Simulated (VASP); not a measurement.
Runs of VASP 6.6.1 on Cl3Si2H3. The cell holds a molecule in a box, 8 atoms: a = 12.000 Å, b = 13.000 Å, c = 15.000 Å, α = 90.00°, β = 90.00°, γ = 90.00°. 

```tsv
task	level	cell	gap on the mesh (eV)	largest force (eV/Å)
single point	PBE	as given	5.03	0.25
single point	PBE	atoms moved at random, drawn with an rms of 0.05 Å	4.84	1.29
relaxation of the atoms	revPBE	atoms relaxed	5.04	0.01
electron localisation function	PBE	as given	5.03	0.25
relaxation of the atoms	PBE	atoms relaxed from: atoms moved at random, drawn with an rms of 0.02 Å	5.00	0.01
atomic charges	PBE+TS	as given	5.03	(a)
```

Alike in all rows: potentials or basis VASP PAW PBE potentials, release 64 (Cl, Si, H); no spin polarisation; k mesh 1 × 1 × 1; cutoff (eV) 520; smearing gaussian 0.01 eV.

**Question.** Estimate the missing entries.

**Answer.** (a) 0.28.

Caveats: the PAW data sets were made with another functional, which shifts forces and pressure a little (some runs).

